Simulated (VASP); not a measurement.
These are revPBE GGA, VASP's PBE PAW potentials (set 64) (plane waves; VASP 6.6.1) values and carry that method's errors.

The input files of a VASP run:

**INCAR**
```
# general
SYSTEM =FeAl
PREC   =Accurate
ENCUT  =520
LREAL  =F
LASPH  =T   # aspherical one-centre terms

# electronic loop
EDIFF  =1E-6   # SCF stop (eV)
NELM   =100
ALGO   =Normal   # blocked Davidson
LMAXMIX=4

# smearing
ISMEAR =1   # Methfessel-Paxton
SIGMA  =0.1   # width (eV)

# functional
GGA    =RE   # revPBE

# ions
IBRION =2   # conjugate gradients
NSW    =60   # most ionic steps
ISIF   =3   # ions, shape and volume
EDIFFG =-0.01

# output
LWAVE  =F
LCHARG =F
```

### POSCAR
```
FeAl
1.0
  2.9100000000   0.0000000000   0.0000000000
  0.0000000000   2.9100000000   0.0000000000
  0.0000000000   0.0000000000   2.9100000000
Al Fe
1 1
Cartesian
  1.4550000000   1.4550000000   1.4550000000
  0.0000000000   0.0000000000   0.0000000000
```

### KPOINTS
```
Automatic mesh
0
Gamma
11 11 11
0 0 0
```

POTCAR, in this order: Al Fe (PBE.64 set). Program: vasp_std.

Question: What will the output report for the number of irreducible k-points (NKPTS), largest plane-wave count, number of space-group operations, FFT grid (NGX, NGY, NGZ)?

Answer: 
```
Property                                      Result
--------------------------------------  ------------
number of irreducible k-points (NKPTS)            56
largest plane-wave count                         691
number of space-group operations                  48
FFT grid (NGX, NGY, NGZ)                24 × 24 × 24
```

The compound is FeAl in the CsCl type structure. This run relaxes it. Symmetry was kept, so distortions that lower it aren't found. The run is not spin-polarised, so no magnetic state was tried. The electron count is odd and the run is not spin-polarised, which forces a metal.
